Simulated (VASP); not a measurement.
Given:

```
CELL_PARAMETERS angstrom
      1.37000    -2.37291     0.00000
      1.37000     2.37291     0.00000
      0.00000     0.00000     4.39000
ATOMIC_POSITIONS crystal
  Tc 0.33333 0.66667 0.25000
  Tc 0.66667 0.33333 0.75000
```

The numbers are results of revPBE GGA, VASP's PBE PAW potentials (set 64) (plane waves; VASP), not measurements. Numerical set-up: 520 eV cut-off, 14×14×8 Γ-centred mesh, first-order Methfessel-Paxton smearing of 0.10 eV, potentials Tc_pv.

The ions, cell shape and volume are relaxed. Which structure does the run end with?

```
CELL_PARAMETERS angstrom
      1.37844    -2.38753     0.00000
      1.37844     2.38753     0.00000
      0.00000     0.00000     4.41695
ATOMIC_POSITIONS crystal
  Tc 0.33333 0.66667 0.25000
  Tc 0.66667 0.33333 0.75000
```
Space group P6_3/mmc (194), at a tolerance of 0.03 Å.

How do energy and volume change from the first to the last step?

The energy (σ→0) changes by -4.5 meV/atom and the volume by +1.9 %, in 4 ionic steps.

The compound is Tc in the hcp structure. This run relaxes it. Symmetry was kept, so distortions that lower it aren't found.
